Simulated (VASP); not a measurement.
Computed with rev-vdW-DF2, VASP's PBE PAW potentials (set 64) (plane waves; VASP).

VASP input:

### KPOINTS
```
Automatic mesh
0
gamma
 15 15 15
0 0 0
```

**POSCAR**
```
Ag
1
    0.0000000000     2.0878648630     2.0878648630
    2.0878648630     0.0000000000     2.0878648630
    2.0878648630     2.0878648630     0.0000000000
Ag
1
Direct
  0.0000000000   0.0000000000   0.0000000000
```

INCAR:
```
EDIFF  =  1E-7   ! SCF stop (eV)
ENCUT  =  520
LCHARG  =  F
NELM  =  100
LWAVE  =  F
SIGMA  =  0.1
PARAM2  =  0.7114
SYSTEM  =  Ag
ZAB_VDW  =  -1.8867
PREC  =  Accurate
ALGO  =  Normal   ! blocked Davidson
PARAM1  =  0.1234568
LASPH  =  T
ISMEAR  =  1   ! Methfessel-Paxton
ISIF  =  2
GGA  =  MK
LUSE_VDW  =  T
AGGAC  =  0.0
LREAL  =  F
LMAXMIX  =  4   ! l cut-off of mixed one-centre charges
```

POTCAR, in this order: Ag (PBE.64 set). Program: vasp_std.

Output

OSZICAR:
```
       N       E                     dE             d eps       ncg     rms          rms(c)
DAV:   1     0.478516369621E+02    0.47852E+02   -0.56752E+03  2184   0.109E+03
DAV:   2     0.753857765114E-01   -0.47776E+02   -0.45427E+02  2206   0.206E+02
DAV:   3    -0.316006376826E+00   -0.39139E+00   -0.39113E+00  2639   0.230E+01
DAV:   4    -0.316844462643E+00   -0.83809E-03   -0.83806E-03  2427   0.988E-01
DAV:   5    -0.316850768726E+00   -0.63061E-05   -0.63056E-05  2482   0.789E-02    0.447E+00
DAV:   6    -0.554687333354E-01    0.26138E+00   -0.13302E+00  2207   0.123E+01    0.286E+00
DAV:   7    -0.487668973060E-01    0.67018E-02   -0.67981E-03  2350   0.987E-01    0.164E+00
DAV:   8    -0.458286659646E-01    0.29382E-02   -0.66724E-04  2254   0.281E-01    0.512E-02
DAV:   9    -0.458391095433E-01   -0.10444E-04   -0.74640E-06  2555   0.248E-02    0.102E-02
DAV:  10    -0.458449307066E-01   -0.58212E-05   -0.40690E-06  2358   0.253E-02    0.300E-03
DAV:  11    -0.458448328800E-01    0.97827E-07   -0.40437E-08  1825   0.201E-03
   1 F= -.45844833E-01 E0= -.45642901E-01  d E =-.605797E-03
```

### OUTCAR
```
------------------------ aborting loop because EDIFF is reached ----------------------------------------
  FORCE on cell =-STRESS in cart. coord.  units (eV):
  Direction    XX          YY          ZZ          XY          YZ          ZX
  --------------------------------------------------------------------------------------
  Total       -0.5818026     -0.5818026     -0.5818026     -0.0000000     -0.0000000     -0.0000000
  in kB      -51.2093251    -51.2093251    -51.2093251     -0.0000000     -0.0000000     -0.0000000
  external PRESSURE =     -51.2093251 kB  Pullay stress =       0.0000000 kB
  volume of cell :       18.20
      direct lattice vectors                 reciprocal lattice vectors
     0.000000000  2.087864863  2.087864863    -0.239479101  0.239479101  0.239479101
     2.087864863  0.000000000  2.087864863     0.239479101 -0.239479101  0.239479101
     2.087864863  2.087864863  0.000000000     0.239479101  0.239479101 -0.239479101
 POSITION                                       TOTAL-FORCE (eV/Angst)
 -----------------------------------------------------------------------------------
      0.00000      0.00000      0.00000         0.000000      0.000000      0.000000
 -----------------------------------------------------------------------------------
    total drift:                               -0.000000     -0.000000      0.000000
  FREE ENERGIE OF THE ION-ELECTRON SYSTEM (eV)
  ---------------------------------------------------
  free  energy   TOTEN  =        -0.0458448329 eV

  energy  without entropy=       -0.0452390359  energy(sigma->0) =       -0.04564290
```
(Selected blocks of OUTCAR.)

The compound is Ag in the fcc structure. This cell is one point of a volume scan, at 1.06 of the reference volume.
